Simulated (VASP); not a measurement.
Level of theory: PBEsol GGA, VASP's PBE PAW potentials (set 64) (plane waves; VASP 6.6.1).

VASP input:

**INCAR**
```
SYSTEM = Os
PREC = Accurate
ENCUT = 400
EDIFF = 1E-6
NELM = 100
ALGO = Normal
LREAL = .FALSE.
LASPH = .TRUE.
ISMEAR = 1
SIGMA = 0.1
GGA = PS
LMAXMIX = 6
LWAVE = .FALSE.
LCHARG = .FALSE.
IBRION = 2
ISIF = 3
NSW = 60
EDIFFG = -0.01
```

### KPOINTS
```
Automatic mesh
0
gamma
14 14 8
0 0 0
```

### POSCAR
```
Os
1.0
  1.3650000000  -2.3642490000   0.0000000000
  1.3650000000   2.3642490000   0.0000000000
  0.0000000000   0.0000000000   4.3200000000
Os
2
Cart
  1.3650000000   0.7880845762   1.0800000000
  1.3650000000  -0.7880845762   3.2400000000
```

POTCAR, in this order: Os (PBE.64 set). Program: vasp_std.

Problem. What will the output report for the number of irreducible k-points (NKPTS), number of bands (NBANDS), largest plane-wave count, number of space-group operations, FFT grid (NGX, NGY, NGZ)?

Solution. 
```
Item                                          Result
--------------------------------------  ------------
number of irreducible k-points (NKPTS)           120
number of bands (NBANDS)                          12
largest plane-wave count                         537
number of space-group operations                  24
FFT grid (NGX, NGY, NGZ)                18 × 18 × 28
```

The compound is Os in the hcp structure. This run relaxes it. Symmetry was kept, so distortions that lower it aren't found.
